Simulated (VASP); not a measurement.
Given:

```
CELL_PARAMETERS angstrom
      2.87655     0.00000     0.00000
      0.00000     2.87655     0.00000
      0.00000     0.00000     2.87655
ATOMIC_POSITIONS crystal
  Al 0.50000 0.50000 0.50000
  Ni 0.00000 0.00000 0.00000
```

Calculation: vdW-DF2, VASP's PBE PAW potentials (set 64) (plane waves; VASP). Numerical set-up: 520 eV cut-off, 12×12×12 Γ-centred mesh, first-order Methfessel-Paxton smearing of 0.10 eV, potentials Al Ni.

Give the stress tensor in GPa (positive for a compressed cell).

```
9.69  0.00  0.00
0.00  9.69  0.00
0.00  0.00  9.69
```
The pressure is its mean diagonal, 9.69 GPa.

The compound is NiAl in the CsCl type structure. This cell is one point of a volume scan, at 0.94 of the reference volume. The run is not spin-polarised, so no magnetic state was tried. The electron count is odd and the run is not spin-polarised, which forces a metal.
